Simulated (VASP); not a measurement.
Output of a VASP run:

### OUTCAR
```
 ion  position               nearest neighbor table
   1  0.250  0.250  0.250-   2 2.34   2 2.34   2 2.34   2 2.34
   2  0.000  0.000  0.000-   1 2.34   1 2.34   1 2.34   1 2.34
  LATTYP: Found a face centered cubic cell.
 ALAT       =     5.4126700000
 Subroutine PRICEL returns:
 Original cell was already a primitive cell.
 Subroutine GETGRP returns: Found 48 space group operations
The static configuration has the point symmetry T_d .
 The point group associated with its full space group is O_h .
The dynamic configuration has the point symmetry T_d .
 Subroutine INISYM returns: Found 48 space group operations
 Subroutine IBZKPT returns following result:
 Found     35 irreducible k-points:

 Following reciprocal coordinates:
            Coordinates               Weight
  0.000000  0.000000  0.000000      1.000000
  0.111111  0.000000  0.000000      8.000000
  0.222222  0.000000  0.000000      8.000000
  0.333333  0.000000  0.000000      8.000000
  0.444444  0.000000  0.000000      8.000000
  0.111111  0.111111  0.000000      6.000000
  0.222222  0.111111  0.000000     24.000000
  0.333333  0.111111  0.000000     24.000000
  0.444444  0.111111  0.000000     24.000000
 -0.444444  0.111111  0.000000     24.000000
 -0.333333  0.111111  0.000000     24.000000
 -0.222222  0.111111  0.000000     24.000000
 -0.111111  0.111111  0.000000     12.000000
  0.222222  0.222222  0.000000      6.000000
  0.333333  0.222222  0.000000     24.000000
  0.444444  0.222222  0.000000     24.000000
 -0.444444  0.222222  0.000000     24.000000
 -0.333333  0.222222  0.000000     24.000000
 -0.222222  0.222222  0.000000     12.000000
  0.333333  0.333333  0.000000      6.000000
  0.444444  0.333333  0.000000     24.000000
 -0.444444  0.333333  0.000000     24.000000
 -0.333333  0.333333  0.000000     12.000000
  0.444444  0.444444  0.000000      6.000000
 -0.444444  0.444444  0.000000     12.000000
  0.333333  0.222222  0.111111     24.000000
  0.444444  0.222222  0.111111     48.000000
 -0.444444  0.222222  0.111111     48.000000
  0.444444  0.333333  0.111111     24.000000
 -0.444444  0.333333  0.111111     48.000000
 -0.333333  0.333333  0.111111     48.000000
 -0.222222  0.333333  0.111111     24.000000
 -0.444444  0.444444  0.111111     24.000000
 -0.333333  0.444444  0.111111     24.000000
 -0.333333  0.444444  0.222222     24.000000
   k-points           NKPTS =     35   k-points in BZ     NKDIM =     35   number of bands    NBANDS=      8
   number of dos      NEDOS =    301   number of ions     NIONS =      2
   total plane-waves  NPLWV =  13824
   dimension x,y,z NGX =    24 NGY =   24 NGZ =   24
   dimension x,y,z NGXF=    48 NGYF=   48 NGZF=   48
   ions per type =               2
   PREC   = accura    normal or accurate (medium, high low for compatibility)
   ISTART =      0    job   : 0-new  1-cont  2-samecut
   ICHARG =      2    charge: 1-file 2-atom 10-const
   ISPIN  =      1    spin polarized calculation?
   LNONCOLLINEAR =      F non collinear calculations
   LSORBIT =      F    spin-orbit coupling
   INIWAV =      1    electr: 0-lowe 1-rand  2-diag
   ENCUT  =  300.0 eV  22.05 Ry    4.70 a.u.   5.41  5.41  5.41*2*pi/ulx,y,z
   NELM   =    100;   NELMIN=  2; NELMDL= -5     # of ELM steps
   EDIFF  = 0.1E-05   stopping-criterion for ELM
   LREAL  =      F    real-space projection
   NLSPLINE    = F    spline interpolate recip. space projectors
   LMAXMIX     =    2 max onsite mixed and CHGCAR
   VOSKOWN=      0    Vosko Wilk Nusair interpolation
   EDIFFG = 0.1E-04   stopping-criterion for IOM
   NSW    =      0    number of steps for IOM
   NBLOCK =      1;   KBLOCK =      1    inner block; outer block
   IBRION =     -1    ionic relax: 0-MD 1-quasi-New 2-CG
   NFREE  =      0    steps in history (QN), initial steepest desc. (CG)
   ISIF   =      2    stress and relaxation
   ISYM   =      2    0-nonsym 1-usesym 2-fastsym
   TEIN   =    0.0    initial temperature
...
```

### OSZICAR
```
       N       E                     dE             d eps       ncg     rms          rms(c)
DAV:   1     0.119980804361E+01    0.11998E+01   -0.24307E+03   560   0.498E+02
DAV:   2    -0.108749264166E+02   -0.12075E+02   -0.12005E+02   872   0.660E+01
DAV:   3    -0.110160525924E+02   -0.14113E+00   -0.14113E+00   648   0.893E+00
DAV:   4    -0.110166597910E+02   -0.60720E-03   -0.60720E-03   968   0.639E-01
DAV:   5    -0.110166599988E+02   -0.20786E-06   -0.20782E-06   648   0.108E-02    0.506E+00
DAV:   6    -0.108877746714E+02    0.12889E+00   -0.85704E-02   680   0.153E+00    0.310E+00
DAV:   7    -0.108294644352E+02    0.58310E-01   -0.16087E-01   720   0.222E+00    0.204E-01
DAV:   8    -0.108304904169E+02   -0.10260E-02   -0.39685E-03   600   0.469E-01    0.746E-02
DAV:   9    -0.108306766752E+02   -0.18626E-03   -0.18101E-04   840   0.104E-01    0.580E-02
DAV:  10    -0.108307029284E+02   -0.26253E-04   -0.31460E-05   624   0.417E-02    0.109E-02
DAV:  11    -0.108307025131E+02    0.41531E-06   -0.52862E-07   800   0.506E-03
   1 F= -.10830703E+02 E0= -.10830703E+02  d E =-.308294E-14
```

### OUTCAR
```
------------------------ aborting loop because EDIFF is reached ----------------------------------------
  FORCE on cell =-STRESS in cart. coord.  units (eV):
  Direction    XX          YY          ZZ          XY          YZ          ZX
  --------------------------------------------------------------------------------------
  Total        0.6993866      0.6993866      0.6993866      0.0000000     -0.0000000     -0.0000000
  in kB       28.2652742     28.2652742     28.2652742      0.0000000     -0.0000000     -0.0000000
  external PRESSURE =      28.2652742 kB  Pullay stress =       0.0000000 kB
  volume of cell :       39.64
      direct lattice vectors                 reciprocal lattice vectors
     0.000000000  2.706335000  2.706335000    -0.184751703  0.184751703  0.184751703
     2.706335000  0.000000000  2.706335000     0.184751703 -0.184751703  0.184751703
     2.706335000  2.706335000  0.000000000     0.184751703  0.184751703 -0.184751703
 POSITION                                       TOTAL-FORCE (eV/Angst)
 -----------------------------------------------------------------------------------
      1.35317      1.35317      1.35317         0.000000     -0.000000      0.000000
      0.00000      0.00000      0.00000        -0.000000      0.000000     -0.000000
 -----------------------------------------------------------------------------------
    total drift:                               -0.000000     -0.000000      0.000000
  FREE ENERGIE OF THE ION-ELECTRON SYSTEM (eV)
  ---------------------------------------------------
  free  energy   TOTEN  =       -10.8307025131 eV

  energy  without entropy=      -10.8307025131  energy(sigma->0) =      -10.83070251
```
(Selected blocks of OUTCAR.)

POSCAR:
```
Si
1
    0.0000000000     2.7063350000     2.7063350000
    2.7063350000     0.0000000000     2.7063350000
    2.7063350000     2.7063350000     0.0000000000
Si
2
Direct
  0.2500000000   0.2500000000   0.2500000000
  0.0000000000   0.0000000000   0.0000000000
```

**Question.** Reconstruct the remaining input files.

**Answer.** This is not unique; one that fits is the input of the run itself, PBE GGA, plane waves, VASP's PBE PAW potentials (set 64).

INCAR:
```
! general
SYSTEM = Si
PREC   = Accurate
ENCUT  = 300
LREAL  = .FALSE.   ! projection in real space or not
LASPH  = .TRUE.

! electronic loop
EDIFF  = 1E-6   ! SCF stop (eV)
NELM   = 100
ALGO   = Normal   ! blocked Davidson

! smearing
ISMEAR = 0   ! Gaussian
SIGMA  = 0.05   ! width (eV)

! functional
GGA    = PE

! ions
ISIF   = 2   ! forces and stress, cell fixed

! output
LWAVE  = .FALSE.
LCHARG = .FALSE.
```

**KPOINTS**
```
Automatic mesh
0
Gamma
9 9 9
0 0 0
```

POTCAR, in this order: Si (PBE.64 set). Program: vasp_std.

The structure comes from a computed database's Si entry; how it stands against other phases isn't given here. The cell was not relaxed at this level.
